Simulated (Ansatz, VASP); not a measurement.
## LiTaS3 in two plane-wave programs

One calculation is typed for both programs; each brings its own data sets. How far apart do they land? The cell is generated by rule, not measured, and may not be a known phase. The cell is taken from a series of runs on this material, whose earlier steps may have relaxed, scaled, displaced or heated it; both programs get it as it stands.

Method: plane waves, with VASP 6.6.1 beside it; zone-centre phonons at PBEsol, in Ansatz 0.2.0.

The structure was built from a prototype and need not be the compound's stable phase.

## Step 1: Starting point

The structure is orthorhombic, space group Amm2 (No. 38). Conventional cell: a = 4.677 Å, b = 6.777 Å, c = 6.986 Å, α = 90.00°, β = 90.00°, γ = 90.00°. Nearest to Li lie 5 S at 2.52 to 2.92 Å. Ta has 6 S at 2.27 to 2.61 Å nearest. S has 2 Ta at 2.27 to 2.61 Å and 2 Li at 2.92 Å nearest. S has 2 Ta at 2.40 Å and 1 Li at 2.52 Å nearest. Farther neighbours and most contacts between anions are not listed.

Coordinates:

```cif
data_structure
_symmetry_space_group_name_H-M 'P 1'
_symmetry_Int_Tables_number 1
_cell_length_a 4.6770
_cell_length_b 4.8666
_cell_length_c 4.8666
_cell_angle_alpha 88.264
_cell_angle_beta 90.000
_cell_angle_gamma 90.000
_cell_volume 110.72
loop_
_atom_site_label
_atom_site_type_symbol
_atom_site_fract_x
_atom_site_fract_y
_atom_site_fract_z
_atom_site_occupancy
Li1 Li 0.00000 0.15831 0.15831 1
Ta2 Ta 0.50000 0.44322 0.44322 1
S3 S 0.50000 0.47439 0.97774 1
S4 S 0.50000 0.97774 0.47439 1
S5 S 0.00000 0.51862 0.51862 1
```

## Step 2: VASP: zone-centre phonons, PBEsol

Second derivatives magnify differences that forces hide, and they need a tight electronic threshold.

Lines of VASP's logs that name or quote its potential files are left out, and so is its time.

INCAR

```
SYSTEM = LiTaS3
PREC = Accurate
ENCUT = 750
EDIFF = 1E-08
NELM = 120
ISMEAR = 1
SIGMA = 0.2
LREAL = .FALSE.
ALGO = Normal
GGA = PS
NBANDS = 22
LASPH = .TRUE.
LORBIT = 11
LWAVE = .FALSE.
LCHARG = .FALSE.
ISIF = 2
IBRION = 8
GGA_COMPAT = .FALSE.
KPAR = 2
```

POSCAR

```
LiTaS3
1.0
    4.6770432069      0.0000000000      0.0000000000
    0.0000000000      3.3886521319      3.4929354083
    0.0000000000     -3.3886521319      3.4929354083
Li Ta S
1 1 3
Direct
    0.0000000000      0.1583071100      0.1583071100
    0.5000000000      0.4432237814      0.4432237814
    0.5000000000      0.4743892243      0.9777371383
    0.5000000000      0.9777371383      0.4743892243
    0.0000000000      0.5186245562      0.5186245562
```

KPOINTS

```
Automatic mesh
0
Gamma
8 8 8
0 0 0
```

PAW data sets: Li_sv, Ta_pv and S (PBE family, release 64).

Command:

```console
$ mpirun -np 2 vasp_std
```

Numbers of over 12 decimals in the logs are rounded to 6 here.

Log:

```text
[banner, memory and clock lines left out]
running    2 mpi-ranks, on    1 nodes
 distrk:  each k-point on    1 cores,    2 groups
 distr:  one band on    1 cores,    1 groups

 POSCAR found type information on POSCAR LiTaS
 POSCAR found :  3 types and       5 ions
|                                                                             |
|               ----> ADVICE to this user running VASP <----                  |
|                                                                             |
|     You enforced a specific xc type in the INCAR file but a different       |
|     [... a line on the potential file left out ...]
|     I HOPE YOU KNOW WHAT YOU ARE DOING!                                     |
|                                                                             |

 LDA part: xc-table for (Slater+PW92), standard interpolation
 POSCAR, INCAR and KPOINTS ok, starting setup
 FFT: planning ... GRIDC
 FFT: planning ... GRID_SOFT
 FFT: planning ... GRID
 WAVECAR not read
 entering main loop
       N       E                     dE             d eps       ncg     rms          rms(c)
DAV:   1     0.256012589621E+03    0.25601E+03   -0.18286E+04  4620   0.176E+03
DAV:   2    -0.145670082656E+02   -0.27058E+03   -0.25956E+03  6008   0.353E+02
DAV:   3    -0.332015548053E+02   -0.18635E+02   -0.18317E+02  7426   0.789E+01
DAV:   4    -0.342643573475E+02   -0.10628E+01   -0.10572E+01  7572   0.151E+01
DAV:   5    -0.343436595987E+02   -0.79302E-01   -0.79299E-01  6628   0.287E+00    0.205E+01
DAV:   6    -0.318734609219E+02    0.24702E+01   -0.66028E+00  5556   0.174E+01    0.951E+00
DAV:   7    -0.317429193003E+02    0.13054E+00   -0.70551E-01  5376   0.552E+00    0.576E+00
DAV:   8    -0.317120607838E+02    0.30859E-01   -0.17949E-01  5740   0.294E+00    0.653E-01
DAV:   9    -0.317105128108E+02    0.15480E-02   -0.24544E-02  5980   0.114E+00    0.520E-01
DAV:  10    -0.317127724737E+02   -0.22597E-02   -0.42159E-03  5786   0.408E-01    0.203E-01
DAV:  11    -0.317133897988E+02   -0.61733E-03   -0.56016E-04  5806   0.164E-01    0.775E-02
DAV:  12    -0.317139218866E+02   -0.53209E-03   -0.39764E-04  5412   0.109E-01    0.333E-02
DAV:  13    -0.317140292937E+02   -0.10741E-03   -0.10339E-04  5756   0.535E-02    0.277E-02
DAV:  14    -0.317140479424E+02   -0.18649E-04   -0.30154E-05  5598   0.278E-02    0.889E-03
DAV:  15    -0.317140486738E+02   -0.73133E-06   -0.22567E-06  6850   0.820E-03    0.410E-03
DAV:  16    -0.317140490749E+02   -0.40114E-06   -0.53307E-07  5568   0.431E-03    0.156E-03
DAV:  17    -0.317140490870E+02   -0.12088E-07   -0.67106E-08  5850   0.163E-03    0.103E-03
DAV:  18    -0.317140491002E+02   -0.13203E-07   -0.10044E-08  3986   0.765E-04    0.284E-04
DAV:  19    -0.317140491056E+02   -0.54320E-08   -0.36732E-09  4032   0.356E-04
   1 F= -.31714049E+02 E0= -.31715146E+02  d E =0.329083E-02
 Linear response reoptimize wavefunctions to high precision
DAV:   1    -0.317140491048E+02    0.80217E-09   -0.80133E-10  3930   0.175E-04
DAV:   2    -0.317140491049E+02   -0.29104E-10   -0.25829E-10  3414   0.958E-05
 Linear response DOF=          12
 Linear response progress:
  Degree of freedom:   1/ 12
       N       E                     dE             d eps       ncg     rms          rms(c)
RMM:   1    -0.152215561313E+00   -0.15222E+00    0.16327E+00  8792   0.144E+01
RMM:   2    -0.156744357357E+00   -0.45288E-02   -0.21099E-02 13249   0.618E-01    0.137E-01
RMM:   3    -0.156579016931E+00    0.16534E-03   -0.39946E-03 16018   0.240E-01    0.726E-02
RMM:   4    -0.156315216254E+00    0.26380E-03   -0.34634E-04 16092   0.832E-02    0.171E-02
RMM:   5    -0.156358856181E+00   -0.43640E-04   -0.10798E-04 16651   0.446E-02    0.302E-03
RMM:   6    -0.156468316481E+00   -0.10946E-03   -0.55855E-05 16756   0.236E-02    0.225E-03
RMM:   7    -0.156598458529E+00   -0.13014E-03   -0.41244E-05 16542   0.176E-02    0.566E-04
RMM:   8    -0.156637501734E+00   -0.39043E-04   -0.31098E-05 16744   0.127E-02    0.238E-04
RMM:   9    -0.156643465846E+00   -0.59641E-05   -0.27192E-05 17002   0.972E-03    0.115E-04
RMM:  10    -0.156643931447E+00   -0.46560E-06   -0.22733E-05 17104   0.823E-03    0.124E-04
RMM:  11    -0.156645281361E+00   -0.13499E-05   -0.19725E-05 17467   0.700E-03    0.154E-04
RMM:  12    -0.156642426584E+00    0.28548E-05   -0.17112E-05 16186   0.614E-03    0.240E-04
RMM:  13    -0.156644961420E+00   -0.25348E-05   -0.14733E-05 15643   0.532E-03    0.205E-04
RMM:  14    -0.156650479276E+00   -0.55179E-05   -0.13018E-05 14598   0.479E-03    0.152E-04
RMM:  15    -0.156655369157E+00   -0.48899E-05   -0.11953E-05 14704   0.428E-03    0.202E-04
RMM:  16    -0.156657510062E+00   -0.21409E-05   -0.10096E-05 16326   0.366E-03    0.244E-04
RMM:  17    -0.156657644172E+00   -0.13411E-06   -0.85343E-06 16921   0.318E-03    0.231E-04
[...]
RMM:   9    -0.111069494878E+00   -0.63781E-06   -0.84184E-06 30862   0.119E-03    0.618E-05
RMM:  10    -0.111069543649E+00   -0.48771E-07    0.58019E-06 30944   0.651E-04    0.866E-05
RMM:  11    -0.111069668959E+00   -0.12531E-06   -0.41045E-06 31502   0.385E-04    0.200E-05
RMM:  12    -0.111069547060E+00    0.12190E-06    0.19802E-06 31120   0.238E-04    0.210E-05
RMM:  13    -0.111069524199E+00    0.22861E-07   -0.17152E-06 31650   0.147E-04    0.121E-05
[...]
RMM:   6    -0.116590798719E+00   -0.37033E-04   -0.12204E-05 17618   0.183E-02    0.801E-03
RMM:   7    -0.116598973681E+00   -0.81750E-05   -0.29190E-06 18688   0.785E-03    0.340E-03
RMM:   8    -0.116600130214E+00   -0.11565E-05    0.18394E-06 18632   0.359E-03    0.850E-04
RMM:   9    -0.116601480700E+00   -0.13505E-05    0.49112E-07 19593   0.191E-03    0.292E-04
RMM:  10    -0.116602396298E+00   -0.91560E-06    0.46583E-06 19928   0.104E-03    0.110E-04
RMM:  11    -0.116602636589E+00   -0.24029E-06    0.18205E-06 20186   0.606E-04    0.445E-05
RMM:  12    -0.116602554673E+00    0.81916E-07    0.13707E-06 20687   0.353E-04    0.253E-05
RMM:  13    -0.116602550163E+00    0.45107E-08    0.14526E-08 20105   0.211E-04    0.132E-05
 first order change of Fermi-energy   0.17619E+00
 force on displaced ion       3 direction 3 :   0.000   6.618  -7.407
 Linear response progress:
  Degree of freedom:  10/ 12
       N       E                     dE             d eps       ncg     rms          rms(c)
RMM:   1    -0.140275437953E+00   -0.14028E+00   -0.17117E-01 15952   0.192E+00
RMM:   2    -0.119209547927E+00    0.21066E-01   -0.12078E-02 12636   0.564E-01    0.259E-01
RMM:   3    -0.119606530259E+00   -0.39698E-03   -0.23319E-03 11871   0.229E-01    0.103E-01
RMM:   4    -0.120247571811E+00   -0.64104E-03   -0.60393E-04 13376   0.102E-01    0.330E-02
RMM:   5    -0.120316073852E+00   -0.68502E-04   -0.80229E-05 13669   0.456E-02    0.966E-03
RMM:   6    -0.120343217110E+00   -0.27143E-04   -0.15250E-05 15348   0.168E-02    0.630E-03
RMM:   7    -0.120357973020E+00   -0.14756E-04   -0.44210E-06 15851   0.872E-03    0.255E-03
RMM:   8    -0.120356664283E+00    0.13087E-05    0.84854E-06 16434   0.372E-03    0.155E-03
RMM:   9    -0.120360228376E+00   -0.35641E-05    0.13713E-05 16844   0.200E-03    0.652E-04
RMM:  10    -0.120360739753E+00   -0.51138E-06    0.12767E-05 17432   0.114E-03    0.274E-04
RMM:  11    -0.120361025931E+00   -0.28618E-06    0.65812E-06 17514   0.635E-04    0.108E-04
RMM:  12    -0.120360829653E+00    0.19628E-06    0.20290E-06 17764   0.383E-04    0.214E-05
RMM:  13    -0.120360868768E+00   -0.39115E-07    0.12562E-06 17653   0.226E-04    0.113E-05
RMM:  14    -0.120360851453E+00    0.17315E-07    0.85813E-07 17766   0.137E-04    0.681E-06
RMM:  15    -0.120360875111E+00   -0.23659E-07    0.49043E-07 17680   0.851E-05    0.410E-06
RMM:  16    -0.120360857715E+00    0.17396E-07    0.29385E-07 17607   0.551E-05    0.172E-06
RMM:  17    -0.120360861007E+00   -0.32912E-08    0.13533E-07 17251   0.365E-05    0.193E-06
RMM:  18    -0.120360859513E+00    0.14934E-08    0.11260E-07 16471   0.252E-05    0.109E-06
RMM:  19    -0.120360859420E+00    0.93211E-10    0.67367E-08 15479   0.187E-05    0.712E-07
 first order change of Fermi-energy   0.38680E-03
 force on displaced ion       5 direction 1 : -11.885  -0.000   0.054
 Linear response progress:
  Degree of freedom:  11/ 12
       N       E                     dE             d eps       ncg     rms          rms(c)
RMM:   1    -0.124545391146E+00   -0.12455E+00   -0.11362E-01 17867   0.154E+00
RMM:   2    -0.112084481863E+00    0.12461E-01   -0.11250E-02 14250   0.502E-01    0.456E-02
RMM:   3    -0.112424268438E+00   -0.33979E-03   -0.91266E-04 14828   0.131E-01    0.328E-02
RMM:   4    -0.112663630123E+00   -0.23936E-03   -0.11454E-04 16737   0.384E-02    0.195E-02
RMM:   5    -0.112824708033E+00   -0.16108E-03   -0.28639E-05 16968   0.199E-02    0.759E-03
RMM:   6    -0.112800847856E+00    0.23860E-04   -0.57608E-06 17640   0.872E-03    0.500E-03
RMM:   7    -0.112818054113E+00   -0.17206E-04   -0.31537E-06 18228   0.447E-03    0.609E-04
RMM:   8    -0.112816076243E+00    0.19779E-05    0.29258E-05 18310   0.229E-03    0.897E-04
RMM:   9    -0.112816980675E+00   -0.90443E-06   -0.25805E-06 18638   0.132E-03    0.125E-04
RMM:  10    -0.112817015089E+00   -0.34414E-07    0.10799E-05 18791   0.766E-04    0.881E-05
RMM:  11    -0.112817141003E+00   -0.12591E-06   -0.10549E-06 18713   0.458E-04    0.272E-05
RMM:  12    -0.112817182781E+00   -0.41778E-07    0.28357E-06 19108   0.272E-04    0.328E-05
RMM:  13    -0.112817137665E+00    0.45116E-07   -0.28471E-07 19576   0.170E-04    0.880E-06
RMM:  14    -0.112817164069E+00   -0.26404E-07    0.82497E-07 19528   0.103E-04    0.137E-05
RMM:  15    -0.112817191041E+00   -0.26972E-07   -0.10820E-07 18248   0.666E-05    0.506E-06
RMM:  16    -0.112817208125E+00   -0.17084E-07    0.36456E-07 17934   0.433E-05    0.528E-06
RMM:  17    -0.112817216841E+00   -0.87161E-08   -0.41481E-08 17077   0.304E-05    0.987E-07
 first order change of Fermi-energy  -0.14752E-05
 force on displaced ion       5 direction 2 :   0.000  -1.214   0.001
 Linear response progress:
  Degree of freedom:  12/ 12
       N       E                     dE             d eps       ncg     rms          rms(c)
RMM:   1    -0.124699806640E+00   -0.12470E+00   -0.10198E-01 10936   0.158E+00
RMM:   2    -0.113069450553E+00    0.11630E-01   -0.11598E-02  9335   0.522E-01    0.959E-02
RMM:   3    -0.113671843962E+00   -0.60239E-03   -0.77795E-04  9630   0.122E-01    0.538E-02
RMM:   4    -0.114104503929E+00   -0.43266E-03   -0.26357E-04 10777   0.598E-02    0.166E-02
RMM:   5    -0.114101635301E+00    0.28686E-05   -0.53681E-05 11203   0.261E-02    0.136E-02
RMM:   6    -0.114115551831E+00   -0.13917E-04   -0.12811E-05 11347   0.131E-02    0.411E-03
RMM:   7    -0.114120622527E+00   -0.50707E-05   -0.13384E-07 11432   0.614E-03    0.304E-03
RMM:   8    -0.114126507600E+00   -0.58851E-05   -0.26871E-05 11435   0.354E-03    0.946E-04
RMM:   9    -0.114129518995E+00   -0.30114E-05    0.15308E-05 11360   0.211E-03    0.322E-04
RMM:  10    -0.114128747524E+00    0.77147E-06   -0.86509E-06 11621   0.118E-03    0.144E-04
RMM:  11    -0.114129750743E+00   -0.10032E-05    0.15569E-06 11635   0.692E-04    0.930E-05
RMM:  12    -0.114129611450E+00    0.13929E-06   -0.16611E-06 11855   0.424E-04    0.117E-04
RMM:  13    -0.114129561973E+00    0.49477E-07   -0.48321E-07 12047   0.248E-04    0.439E-05
RMM:  14    -0.114129530846E+00    0.31127E-07   -0.83746E-07 12256   0.151E-04    0.307E-05
RMM:  15    -0.114129544885E+00   -0.14039E-07   -0.15349E-07 11995   0.961E-05    0.129E-05
RMM:  16    -0.114129548352E+00   -0.34664E-08   -0.23726E-07 11964   0.618E-05    0.451E-06
RMM:  17    -0.114129546836E+00    0.15154E-08   -0.54747E-08 11883   0.406E-05    0.371E-06
 first order change of Fermi-energy   0.16508E+00
 force on displaced ion       5 direction 3 :   0.000  -0.000  -2.719
 Linear response finished
```

(Continued in part 2 of 3.)

[Lines on the potential files, build, host, timing and source positions are cut from VASP's logs without a mark.]

[Logs are printed without paths, hosts, clocks, repeated set-up lines and the standing remarks that a program may print on its own settings, such as how far it seeks lower states.]

[Hosts, paths, dates, database ids (printed as entryN), source tags and the programs' standing remarks are cut or masked in the printed files.]
